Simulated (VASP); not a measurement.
## A VASP study of TlAgCl2 (r2SCAN): structure first, properties next

What structure does TlAgCl2 take at this level, and what are its properties? The steps: rough relaxation of the start cell, full relaxation (r2SCAN), single point with fields (r2SCAN), band structure (r2SCAN) and density of states (r2SCAN). The cell is invented: it takes the structure of COD entry 9008597, AgCl (space group 225 there), with some of its atoms replaced by other elements, volume scaled by an estimate. It may not be a known or stable phase.

Main program and level: VASP 6.6.1; r2SCAN; plane waves and PAW (Tl_d, Ag, Cl); invented cell.

Most raw output is cut from this account.

### Step 1. The structure

Before any relaxation, the start is as follows. It takes space group R-3m (No. 166, trigonal). The conventional cell has a = 4.040 Å, b = 4.040 Å, c = 19.793 Å, α = 90.00°, β = 90.00°, γ = 120.00°. Tl has 6 Cl at 2.86 Å nearest. Ag has 6 Cl at 2.86 Å nearest. Nearest to Cl lie 3 Tl at 2.86 Å and 3 Ag at 2.86 Å. It derives from AgCl. it takes the structure of COD entry 9008597, AgCl (space group 225 there), with some of its atoms replaced by other elements, volume scaled by an estimate. Farther neighbours and most contacts between anions are not listed.

Coordinates:

```
Tl Ag Cl
1.0
     2.02008    1.16629    6.59754
    -2.02008    1.16629    6.59754
     0.00000   -2.33258    6.59754
Tl Ag Cl
1 1 2
Direct
  0.00000 0.00000 0.00000
  0.50000 0.50000 0.50000
  0.75000 0.75000 0.75000
  0.25000 0.25000 0.25000
```

### Step 2. Rough relaxation of the start cell

The start is only an estimate, so a cheap relaxation brings it near a minimum before any careful run. r2SCAN adds the kinetic-energy density, costs more than a GGA and is run with LASPH.

File INCAR:

```
SYSTEM = TlAgCl2
PREC = Normal
ENCUT = 400
EDIFF = 1E-05
NELM = 60
ISMEAR = 0
SIGMA = 0.05
LREAL = .FALSE.
ALGO = Normal
METAGGA = R2SCAN
LASPH = .TRUE.
NBANDS = 25
LORBIT = 11
LWAVE = .FALSE.
LCHARG = .FALSE.
KPAR = 2
IBRION = 2
NSW = 40
ISIF = 3
EDIFFG = -0.04
```

File POSCAR:

```
TlAgCl2
1.0
    2.0200770000      1.1662920000      6.5975440000
   -2.0200770000      1.1662920000      6.5975440000
    0.0000000000     -2.3325840000      6.5975440000
Tl Ag Cl
1 1 2
Direct
    0.0000000000      0.0000000000      0.0000000000
    0.5000000000      0.5000000000      0.5000000000
    0.7500000000      0.7500000000      0.7500000000
    0.2500000000      0.2500000000      0.2500000000
```

File KPOINTS:

```
Automatic mesh
0
Gamma
5 5 5
0 0 0
```

PAW data sets: Tl_d, Ag and Cl (PBE family, release 64).

Launch:

```sh
$ mpirun -np 2 vasp_std
```

Elapsed: 8 min, on 2 MPI ranks of AMD EPYC 7R43, shared host; peak memory 0.42 GiB; 16 min of CPU time.

The gap is read on the k-mesh alone, so it is an upper bound where the band edges lie off the mesh. This relaxation is a rough one on cheap settings, only to bring the start near its minimum. The PAW data sets were made with PBE, which is usual practice but a small mismatch for other functionals. After so large a change of volume the plane waves of the start cell no longer fit, so the final stress carries a basis-set error. The run keeps the 12 symmetry operations of its start, so it cannot find a distortion of lower symmetry.

Step by step:

| step | energy less that of the first step (eV) | largest force (eV/Å) | pressure (GPa) | volume (Å³) |
| --- | --- | --- | --- | --- |
| 1 | 0.0000 | 1.7755 | 7.13 | 93.26 |
| 2 | -0.4852 | 0.9156 | -0.50 | 107.99 |
| 3 | -0.4954 | 0.8042 | -1.34 | 110.74 |
| 4 | -0.5838 | 0.6556 | -1.05 | 108.69 |
| 5 | -0.7132 | 0.1253 | 0.44 | 103.08 |
| 6 | -0.7142 | 0.0620 | 0.67 | 102.49 |
| 7 | -0.7196 | 0.0317 | -0.10 | 104.63 |

| conventional cell, symmetrised | before | after | change |
| --- | --- | --- | --- |
| a (Å) | 4.040 | 4.175 | +3.3 % |
| b (Å) | 4.040 | 4.175 | +3.3 % |
| c (Å) | 19.793 | 20.789 | +5.0 % |
| volume (Å³/atom) | 23.32 | 26.16 | +12.2 % |

The atoms that moved most (Å, as changes of fractional coordinates times the final cell):

| atom | dx | dy | dz | length |
| --- | --- | --- | --- | --- |
| Cl3 | 0.000 | 0.000 | 0.327 | 0.327 |
| Cl4 | 0.000 | 0.000 | -0.327 | 0.327 |

The relaxed structure:

```cif
data_structure
_symmetry_space_group_name_H-M 'P 1'
_symmetry_Int_Tables_number 1
_cell_length_a 7.3370
_cell_length_b 7.3370
_cell_length_c 7.3370
_cell_angle_alpha 33.064
_cell_angle_beta 33.064
_cell_angle_gamma 33.064
_cell_volume 104.63
loop_
_atom_site_label
_atom_site_type_symbol
_atom_site_fract_x
_atom_site_fract_y
_atom_site_fract_z
_atom_site_occupancy
Tl1 Tl 0.00000 0.00000 0.00000 1
Ag2 Ag 0.50000 0.50000 0.50000 1
Cl3 Cl 0.76571 0.76571 0.76571 1
Cl4 Cl 0.23429 0.23429 0.23429 1
```

This step gave:

- electrons: 38
- bands: 25
- irreducible k-points: 19
- symmetry operations: 12
- free energy (TOTEN): -90.1000 eV
- Fermi energy: 2.831 eV
- pressure: -0.09506 GPa
- metallic: no
- valence top at k: -0.2, 0.2, 0
- conduction bottom at k: 0.4, 0.4, 0.4
- least direct gap at k: 0.4, 0.4, 0.4
- SCF cycles over all ionic steps: 53
- gap on the k-mesh: 2.585 eV
- least direct gap on the k-mesh: 2.969 eV

It ends with a largest force of 0.032 eV/Å and a pressure of -0.10 GPa.

### Step 3. Full relaxation (r2SCAN)

Properties are meant for the cell that this level of theory prefers, so cell and atoms are relaxed first (ISIF = 3) until forces and stress are small; EDIFFG sets the threshold.

File INCAR:

```
SYSTEM = TlAgCl2
PREC = Accurate
ENCUT = 400
EDIFF = 1E-06
NELM = 100
ISMEAR = 0
SIGMA = 0.05
LREAL = .FALSE.
ALGO = Normal
METAGGA = R2SCAN
LASPH = .TRUE.
NBANDS = 25
LORBIT = 11
LWAVE = .FALSE.
LCHARG = .FALSE.
KPAR = 2
IBRION = 2
NSW = 60
ISIF = 3
EDIFFG = -0.01
```

File POSCAR:

```
TlAgCl2
1.0
    2.0877267630      1.2053496089      6.9296261584
   -2.0877267630      1.2053496089      6.9296261584
    0.0000000000     -2.4106992178      6.9296261584
Tl Ag Cl
1 1 2
Direct
    0.0000000000      0.0000000000      0.0000000000
    0.5000000000      0.5000000000      0.5000000000
    0.7657073140      0.7657073140      0.7657073140
    0.2342926860      0.2342926860      0.2342926860
```

File KPOINTS:

```
Automatic mesh
0
Gamma
6 6 6
0 0 0
```

Launch:

```sh
$ mpirun -np 2 vasp_std
```

The job ended after 27 min (2 MPI ranks; peak memory 0.67 GiB; 53 min of CPU time).

Step by step:

| step | energy less that of the first step (eV) | largest force (eV/Å) | pressure (GPa) | volume (Å³) |
| --- | --- | --- | --- | --- |
| 1 | 0.0000 | 0.0306 | 0.01 | 104.63 |
| 2 | -0.0003 | 0.0254 | 0.00 | 104.66 |
| 3 | -0.0008 | 0.0111 | -0.03 | 104.75 |
| 4 | -0.0011 | 0.0187 | -0.12 | 104.93 |
| 5 | -0.0012 | 0.0106 | -0.10 | 104.88 |
| 6 | -0.0012 | 0.0118 | 0.08 | 104.35 |
| 7 | -0.0013 | 0.0111 | 0.01 | 104.54 |
| 8 | -0.0013 | 0.0043 | 0.01 | 104.56 |

| conventional cell, symmetrised | before | after | change |
| --- | --- | --- | --- |
| a (Å) | 4.175 | 4.149 | -0.6 % |
| b (Å) | 4.175 | 4.149 | -0.6 % |
| c (Å) | 20.789 | 21.045 | +1.2 % |
| volume (Å³/atom) | 26.16 | 26.14 | -0.1 % |

The atoms that moved most (Å, as changes of fractional coordinates times the final cell):

| atom | dx | dy | dz | length |
| --- | --- | --- | --- | --- |
| Cl3 | 0.000 | 0.000 | -0.012 | 0.012 |
| Cl4 | 0.000 | 0.000 | 0.012 | 0.012 |

The relaxed structure:

```cif
data_structure
_symmetry_space_group_name_H-M 'P 1'
_symmetry_Int_Tables_number 1
_cell_length_a 7.4127
_cell_length_b 7.4127
_cell_length_c 7.4127
_cell_angle_alpha 32.500
_cell_angle_beta 32.500
_cell_angle_gamma 32.500
_cell_volume 104.56
loop_
_atom_site_label
_atom_site_type_symbol
_atom_site_fract_x
_atom_site_fract_y
_atom_site_fract_z
_atom_site_occupancy
Tl1 Tl 0.00000 0.00000 0.00000 1
Ag2 Ag 0.50000 0.50000 0.50000 1
Cl3 Cl 0.76513 0.76513 0.76513 1
Cl4 Cl 0.23487 0.23487 0.23487 1
```

This step gave:

```yaml
irreducible_k_points: 32
free_energy_toten: -90.1186 eV
fermi_energy: 2.830 eV
pressure: 0.01110 GPa
valence_top_at_k: 0.5, 0.3333, 0.3333
conduction_bottom_at_k: 0.5, 0.5, 0.5
least_direct_gap_at_k: 0.5, 0.5, 0.5
scf_cycles_over_all_ionic_steps: 58
gap_on_the_k_mesh: 2.543 eV
least_direct_gap_on_the_k_mesh: 2.911 eV
```

It ends with a largest force of 0.004 eV/Å and a pressure of 0.01 GPa.

### Step 4. Single point with fields (r2SCAN)

The relaxed cell gets a fresh self-consistent run, on a basis set for its own volume, to fix the density and to check the remaining stress.

Edit INCAR of step 3 so:

```diff
@@ -14,7 +14,5 @@
 LWAVE = .FALSE.
-LCHARG = .FALSE.
-KPAR = 2
-IBRION = 2
-NSW = 60
-ISIF = 3
-EDIFFG = -0.01
+LCHARG = .TRUE.
+ISIF = 2
+LELF = .TRUE.
+LVHAR = .TRUE.
```

File POSCAR:

```
TlAgCl2
1.0
    2.0743064491      1.1976013871      7.0150688129
   -2.0743064491      1.1976013871      7.0150688129
    0.0000000000     -2.3952027742      7.0150688129
Tl Ag Cl
1 1 2
Direct
    0.0000000000      0.0000000000      0.0000000000
    0.5000000000      0.5000000000      0.5000000000
    0.7651316868      0.7651316868      0.7651316868
    0.2348683132      0.2348683132      0.2348683132
```

KPOINTS is that of step 3.

Launch:

```sh
$ mpirun -np 2 vasp_std
```

Elapsed: 4.7 min, on 2 MPI ranks; peak memory 0.44 GiB; 9.4 min of CPU time.

This step gave:

| Property | Result |
| --- | --- |
| SCF cycles | 14 |
| bands | 26 |
| free energy (TOTEN) | -90.1187 eV |
| Fermi energy | 2.847 eV |
| pressure | 0.006336 GPa |

Valence electrons inside each PAW sphere by angular momentum. Sphere charges, by row:

| atom | s (e) | p (e) | d (e) | tot (e) |
| --- | --- | --- | --- | --- |
| Tl1 | 1.323 | 0.126 | 9.66 | 11.11 |
| Ag2 | 0.187 | 0.128 | 9.385 | 9.7 |
| Cl3 | 1.61 | 3.52 | 0 | 5.131 |
| Cl4 | 1.61 | 3.52 | 0 | 5.131 |

ELF in the ac plane of the cell as run, not the conventional one, at fractional y = 0.000, with atoms of Tl within 0.2 Å of it. It is the smooth field of the valence electrons, not physical close to the nuclei.

Values, 11 rows by 16 columns, each cell a mean:
```
0.16 0.09 0.33 0.34 0.11 0.20 0.42 0.36 0.17 0.06 0.05 0.05 0.03 0.13 0.36 0.31
0.38 0.30 0.27 0.43 0.31 0.12 0.41 0.70 0.68 0.46 0.17 0.04 0.02 0.02 0.07 0.25
0.11 0.25 0.38 0.44 0.43 0.24 0.15 0.54 0.81 0.83 0.71 0.38 0.10 0.02 0.02 0.04
0.19 0.20 0.15 0.19 0.27 0.29 0.15 0.15 0.59 0.82 0.87 0.81 0.54 0.16 0.03 0.07
0.20 0.51 0.59 0.44 0.22 0.11 0.09 0.04 0.12 0.47 0.76 0.85 0.83 0.61 0.20 0.04
0.05 0.29 0.68 0.80 0.76 0.53 0.22 0.05 0.03 0.06 0.23 0.53 0.73 0.76 0.56 0.17
0.09 0.05 0.30 0.70 0.85 0.85 0.74 0.40 0.07 0.09 0.15 0.13 0.20 0.38 0.49 0.36
0.10 0.04 0.04 0.23 0.61 0.83 0.86 0.80 0.44 0.11 0.23 0.35 0.32 0.21 0.13 0.13
0.10 0.03 0.01 0.03 0.12 0.43 0.73 0.82 0.75 0.38 0.13 0.34 0.46 0.42 0.39 0.26
0.38 0.23 0.06 0.02 0.02 0.05 0.18 0.45 0.64 0.60 0.24 0.15 0.39 0.34 0.17 0.28
0.24 0.35 0.32 0.08 0.05 0.10 0.07 0.06 0.15 0.28 0.28 0.10 0.15 0.39 0.25 0.12
```
Columns run along a (7.4 Å), rows up along c (7.4 Å). Atoms in or near the plane, at fractional coordinates: Tl at (0.00, 0.00).

Electrostatic potential energy in the ac plane of the cell as run, not the conventional one, at fractional y = 0.000, with atoms of Tl within 0.2 Å of it. With pseudopotentials it is smooth inside the atoms' cores, unlike the true potential.

Ten even steps from '0' (-64 eV) to '9' (5 eV), each cell a mean:
```
001589999999999999850
000269999999999999985
510148999999999999998
863247999999999999999
997657899999999999999
999888899999889999999
999999999999878999999
999999999999987899999
999999999999998899999
999999999999999999999
999999999999999999999
999998899999999999999
999998889999999999999
999999878999999999999
999999988899999889999
999999998899999877899
999999999999999854468
899999999999999862125
489999999999999973001
048999999999999996100
004899999999999998500
```
Columns run along a (7.4 Å; values clipped at the 3rd and 97th percentile), rows up along c (7.4 Å). Atoms in or near the plane, at fractional coordinates: Tl at (0.00, 0.00).

Valence density in the ac plane of the cell as run, not the conventional one, at fractional y = 0.000, with atoms of Tl within 0.2 Å of it. It is the smooth field of the valence electrons, not physical close to the nuclei.

Ten steps, logarithmic in the rise over the least value, from '0' (0.0 e/Å³) to '9' (6.7 e/Å³), each cell a mean:
```
998631111110000001368
899752112221100000136
688864212333210000013
357764312344321000001
124555321234442100000
012344321134554310000
011122221123555421000
111111111012355542100
112221110001235543210
112333210000123444310
012344321000012334321
001345542100001123321
001235554210011112221
000124555421112221111
000012455532112333211
000001245543112454421
100000123443212456653
310000012333211357876
641000001122211247898
864100000011111125899
986310000001110013689
```
Columns run along a (7.4 Å), rows up along c (7.4 Å). Atoms in or near the plane, at fractional coordinates: Tl at (0.00, 0.00).

In this run the pressure is 0.01 GPa, small enough to go on.

### Step 5. Band structure (r2SCAN)

Levels along the symmetry lines show where the bands peak and cross; KPOINTS_OPT computes them in the converged potential.

Edit INCAR of step 4 so:

```diff
@@ -11,8 +11,6 @@
 LASPH = .TRUE.
-NBANDS = 25
+NBANDS = 33
 LORBIT = 11
 LWAVE = .FALSE.
-LCHARG = .TRUE.
-ISIF = 2
-LELF = .TRUE.
-LVHAR = .TRUE.
+LCHARG = .FALSE.
+KPAR = 2
```

POSCAR is that of step 4.

KPOINTS is that of step 4.

File KPOINTS_OPT:

```
Line mode
16
Line-mode
Reciprocal
  0.00000000   0.00000000   0.00000000 GAMMA
  0.50000000   0.00000000   0.00000000 L

  0.50000000   0.00000000   0.00000000 L
  0.50000000   0.18609652  -0.18609652 B1

  0.81390348   0.50000000   0.18609652 B
  0.50000000   0.50000000   0.50000000 Z

  0.50000000   0.50000000   0.50000000 Z
  0.00000000   0.00000000   0.00000000 GAMMA

  0.00000000   0.00000000   0.00000000 GAMMA
  0.34304826   0.00000000  -0.34304826 X

  0.65695174   0.34304826   0.00000000 Q
  0.50000000   0.50000000   0.00000000 F

  0.50000000   0.50000000   0.00000000 F
  0.65695174   0.65695174   0.18609652 P1

  0.65695174   0.65695174   0.18609652 P1
  0.50000000   0.50000000   0.50000000 Z

  0.50000000   0.00000000   0.00000000 L
  0.81390348   0.34304826   0.34304826 P
```

Launch:

```sh
$ mpirun -np 2 vasp_std
```

Wall time 19 min (2 MPI ranks); peak memory 0.79 GiB; 38 min of CPU time.

Spin-orbit coupling is off here; with elements this heavy it splits and shifts levels by tenths of an eV or more.

This step gave:

- bands: 33
- Fermi energy: 2.863 eV
- pressure: 0.01877 GPa
- least gap on mesh and path: 2.495 eV
- least direct gap on mesh and path: 2.885 eV
- valence top at k: 0.2287, 0, -0.2287
- least direct gap at k: 0.5209, 0.5, 0.4791

The electronic bands at the labelled points (eV, zero at the valence-band top; v1 is the highest filled band, c1 the lowest empty one):

| point | v4 | v3 | v2 | v1 | c1 | c2 | c3 | c4 |
| --- | --- | --- | --- | --- | --- | --- | --- | --- |
| Γ | -1.93 | -1.43 | -0.35 | -0.35 | 3.67 | 4.52 | 6.38 | 6.38 |
| 0.47 of the way | -1.64 | -1.38 | -0.51 | -0.31 | 3.79 | 4.61 | 5.64 | 6.29 |
| L | -1.65 | -1.26 | -0.93 | -0.56 | 3.32 | 4.00 | 5.95 | 6.39 |
| 0.53 of the way | -1.67 | -1.59 | -0.83 | -0.12 | 3.44 | 4.60 | 4.68 | 6.23 |
| B1 | -1.62 | -1.48 | -0.81 | -0.44 | 3.65 | 3.71 | 5.44 | 5.86 |
| jump to B | -1.62 | -1.48 | -0.81 | -0.44 | 3.65 | 3.71 | 5.44 | 5.86 |
| 0.53 of the way | -1.54 | -1.41 | -0.61 | -0.21 | 4.06 | 4.45 | 5.24 | 6.30 |
| Z | -1.58 | -0.71 | -0.42 | -0.42 | 2.49 | 6.12 | 6.85 | 6.85 |
| 0.47 of the way | -1.64 | -1.14 | -0.39 | -0.39 | 2.94 | 5.37 | 6.61 | 6.61 |
| Γ | -1.93 | -1.43 | -0.35 | -0.35 | 3.67 | 4.52 | 6.38 | 6.38 |
| 0.47 of the way | -1.57 | -1.44 | -0.74 | -0.13 | 3.58 | 4.93 | 5.67 | 5.81 |
| X | -1.61 | -1.51 | -0.82 | -0.35 | 3.66 | 3.71 | 5.46 | 5.79 |
| jump to Q | -1.61 | -1.51 | -0.82 | -0.35 | 3.66 | 3.71 | 5.46 | 5.79 |
| 0.47 of the way | -1.72 | -1.33 | -0.71 | -0.63 | 3.00 | 4.46 | 5.56 | 5.65 |
| F | -1.76 | -1.55 | -0.57 | -0.40 | 2.58 | 5.29 | 5.36 | 5.60 |
| 0.47 of the way | -1.76 | -1.55 | -0.60 | -0.40 | 2.64 | 5.04 | 5.59 | 5.62 |
| P1 | -1.76 | -1.55 | -0.68 | -0.43 | 2.81 | 4.71 | 5.68 | 5.81 |
| 0.47 of the way | -1.66 | -1.48 | -0.44 | -0.22 | 3.76 | 4.61 | 5.58 | 6.18 |
| Z | -1.58 | -0.71 | -0.42 | -0.42 | 2.49 | 6.12 | 6.85 | 6.85 |
| jump to L | -1.65 | -1.26 | -0.93 | -0.56 | 3.32 | 4.00 | 5.95 | 6.39 |
| 0.47 of the way | -1.69 | -1.43 | -0.84 | -0.52 | 3.17 | 4.17 | 5.86 | 6.23 |
| P | -1.76 | -1.55 | -0.68 | -0.43 | 2.81 | 4.71 | 5.68 | 5.81 |

Of the projections kept (Tl, Ag, Cl), the largest for each band there; the rest of the weight can lie on other orbitals:

| point | v4 | v3 | v2 | v1 | c1 | c2 | c3 | c4 |
| --- | --- | --- | --- | --- | --- | --- | --- | --- |
| Γ | Ag 1.00 | Ag 0.75 | Ag 0.61 | Ag 0.61 | Tl 0.51 | Ag 0.52 | Tl 0.88 | Tl 0.88 |
| L | Ag 0.95 | Cl 0.62 | Ag 0.79 | Ag 0.67 | Tl 0.47 | Ag 0.59 | Tl 0.83 | Ag 0.48 |
| B1 | Ag 0.92 | Ag 0.79 | Ag 0.73 | Ag 0.52 | Tl 0.64 | Tl 0.60 | Ag 0.55 | Tl 0.60 |
| B | Ag 0.92 | Ag 0.79 | Ag 0.73 | Ag 0.52 | Tl 0.64 | Tl 0.60 | Ag 0.55 | Tl 0.60 |
| Z | Ag 0.90 | Cl 0.76 | Ag 0.63 | Ag 0.63 | Ag 0.43 | Ag 0.66 | Tl 0.93 | Tl 0.93 |
| Γ | Ag 1.00 | Ag 0.75 | Ag 0.61 | Ag 0.61 | Tl 0.51 | Ag 0.52 | Tl 0.88 | Tl 0.88 |

The path lowers the gap by 0.05 eV against the mesh alone, so a band edge lies off the mesh.

### Step 6. Density of states (r2SCAN)

A density of states needs more k-points than a total energy; ISMEAR = -5 takes tetrahedra, and LORBIT projects the states on the PAW spheres. The mesh is finer than in the run before.

Edit INCAR of step 5 so:

```diff
@@ -5,3 +5,3 @@
 NELM = 100
-ISMEAR = 0
+ISMEAR = -5
 SIGMA = 0.05
@@ -16 +16,2 @@
 KPAR = 2
+NEDOS = 2001
```

POSCAR is that of step 5.

File KPOINTS:

```
Automatic mesh
0
Gamma
9 9 9
0 0 0
```

Launch:

```sh
$ mpirun -np 2 vasp_std
```

Run time: 22 min. Hardware: 2 MPI ranks; peak memory 0.86 GiB; 43 min of CPU time.

This step gave:

* irreducible k-points: 85
* free energy (TOTEN): -90.1188 eV
* Fermi energy: 2.632 eV
* pressure: 0.01713 GPa
* valence top at k: -0.2222, 0.2222, 0
* conduction bottom at k: 0.4444, 0.4444, 0.4444
* least direct gap at k: 0.4444, 0.4444, 0.4444
* gap on the k-mesh: 2.526 eV
* least direct gap on the k-mesh: 2.939 eV

The density of states has structure finer than the step of the table below, so its rows give means over 0.5 eV, whole bins alone (the curve runs from -12.0 to 9.55 eV). Peaks (eV: height): total -10.45: 81.1, -1.79: 18.7; Ag d -3.47: 2.96, -1.79: 15.2, -0.70: 4.54; Cl p -3.89: 3.41, -3.56: 4.05, -3.39: 4.11, -3.05: 2.94; Tl p 3.42: 0.707, 4.85: 0.543, 5.35: 0.881, 5.86: 0.941; Tl s -5.24: 1.30, -2.29: 0.771, -1.45: 0.324, -0.19: 0.347.

States under -12.0 eV and over 9.6 eV are left out. Table of density of states by energy, zero at the valence-band top; means over each step; values in states/eV/cell:

| energy (eV) | total | Ag d | Cl p | Tl p | Tl s | Tl d |
| --- | --- | --- | --- | --- | --- | --- |
| -11.0 | 0 | 0 | 0 | 0 | 0 | 0 |
| -10.5 | 20.0 | 0.00121 | 0.0254 | 3.0e-4 | 9.7e-4 | 19.2 |
| -10.0 | 0 | 0 | 0 | 0 | 0 | 0 |
| -9.5 | 0 | 0 | 0 | 0 | 0 | 0 |
| -9.0 | 0 | 0 | 0 | 0 | 0 | 0 |
| -8.5 | 0 | 0 | 0 | 0 | 0 | 0 |
| -8.0 | 0 | 0 | 0 | 0 | 0 | 0 |
| -7.5 | 0 | 0 | 0 | 0 | 0 | 0 |
| -7.0 | 0 | 0 | 0 | 0 | 0 | 0 |
| -6.5 | 0 | 0 | 0 | 0 | 0 | 0 |
| -6.0 | 0.0557 | 0.00105 | 0.00924 | 5.3e-5 | 0.0198 | 2.7e-4 |
| -5.5 | 1.95 | 0.0462 | 0.341 | 0.00411 | 0.701 | 0.00561 |
| -5.0 | 1.99 | 0.0539 | 0.396 | 0.00259 | 0.696 | 0.00669 |
| -4.5 | 0.0143 | 0.00111 | 0.00592 | 2.0e-4 | 9.8e-5 | 0 |
| -4.0 | 3.61 | 0.349 | 1.56 | 0.0454 | 0.0170 | 0.0100 |
| -3.5 | 7.48 | 1.87 | 2.99 | 0.0609 | 0.0606 | 0.0230 |
| -3.0 | 5.41 | 0.990 | 2.44 | 0.0290 | 0.101 | 0.0379 |
| -2.5 | 4.25 | 0.988 | 1.75 | 0.0183 | 0.225 | 0.0203 |
| -2.0 | 7.08 | 4.82 | 0.940 | 0.00992 | 0.305 | 0.00844 |
| -1.5 | 7.61 | 5.32 | 1.13 | 0.0129 | 0.195 | 0.00531 |
| -1.0 | 1.61 | 0.831 | 0.426 | 0.0151 | 0.0561 | 0.00266 |
| -0.5 | 5.75 | 3.00 | 1.66 | 0.0409 | 0.162 | 0.0130 |
| 0.0 | 1.21 | 0.481 | 0.432 | 0.00358 | 0.106 | 0.00132 |
| 0.5 | 0 | 0 | 0 | 0 | 0 | 0 |
| 1.0 | 0 | 0 | 0 | 0 | 0 | 0 |
| 1.5 | 0 | 0 | 0 | 0 | 0 | 0 |
| 2.0 | 0 | 0 | 0 | 0 | 0 | 0 |
| 2.5 | 0.0555 | 3.1e-4 | 0.00389 | 0.0108 | 8.8e-5 | 0 |
| 3.0 | 1.01 | 0.00792 | 0.0915 | 0.202 | 0.00458 | 0.00191 |
| 3.5 | 2.43 | 0.0229 | 0.254 | 0.485 | 0.0238 | 0.00670 |
| 4.0 | 0.976 | 0.00658 | 0.0802 | 0.190 | 0.0101 | 0.00427 |
| 4.5 | 2.12 | 0.0135 | 0.165 | 0.399 | 0.0147 | 0.00829 |
| 5.0 | 1.93 | 0.0134 | 0.209 | 0.381 | 0.0146 | 0.00727 |
| 5.5 | 2.97 | 0.0192 | 0.341 | 0.676 | 0.00696 | 0.0155 |
| 6.0 | 3.34 | 0.0216 | 0.418 | 0.768 | 0.00379 | 0.0246 |
| 6.5 | 1.15 | 0.00786 | 0.0731 | 0.355 | 4.1e-4 | 0.00759 |
| 7.0 | 0.605 | 0.00358 | 0.0523 | 0.0547 | 9.3e-4 | 0.0120 |
| 7.5 | 1.58 | 0.0160 | 0.0969 | 0.0898 | 0.00372 | 0.0384 |
| 8.0 | 1.56 | 0.0212 | 0.103 | 0.0781 | 0.00412 | 0.0346 |
| 8.5 | 3.41 | 0.0471 | 0.290 | 0.124 | 0.0101 | 0.0500 |
| 9.0 | 3.87 | 0.0861 | 0.322 | 0.126 | 0.00734 | 0.0331 |

The gap on this mesh is 2.53 eV. In the top eV of the valence band the largest shares in the PAW spheres are Ag d 51 % and Cl p 29 %. The rest lies in smaller channels or between the spheres.

### Step 7. Outcome

```yaml
relaxed_volume: 26.14 Å³/atom
relaxed_conventional_cell_a_b_c: 4.149, 4.149, 21.045 Å; angles 90.0, 90.0, 120.0°
space_group_after_relaxing_within_0p02_a: R-3m (No. 166)
band_gap: 2.49 eV, indirect (least direct gap of that run 2.89 eV)
gap_among_the_points_of_the_dos_mesh_alone_an_upper_bound: 2.53 eV
```

**Reading.** With r2SCAN, TlAgCl2 relaxes to 26.14 Å³/atom in space group R-3m (held by the symmetry of the run) and has an indirect gap of 2.49 eV. Band structure (r2SCAN): The path shows an indirect gap of 2.49 eV (valence top between Γ and X, conduction bottom at Z). The least direct gap is 2.89 eV. Spin-orbit coupling is left out, and with elements this heavy it would split and shift bands near the edges, and it can change the kind of a small gap. No search among competing phases was made. All values are for a static lattice at zero temperature.

[Lines on the potential files, build, host, timing and source positions are cut from VASP's logs without a mark.]

[Logs are printed without paths, hosts, clocks, repeated set-up lines and the standing remarks that a program may print on its own settings, such as how far it seeks lower states.]

[Hosts, paths, dates, database ids (printed as entryN), source tags and the programs' standing remarks are cut or masked in the printed files.]

[A measured line is paired with the nearest computed mode of its activity, which favours agreement.]
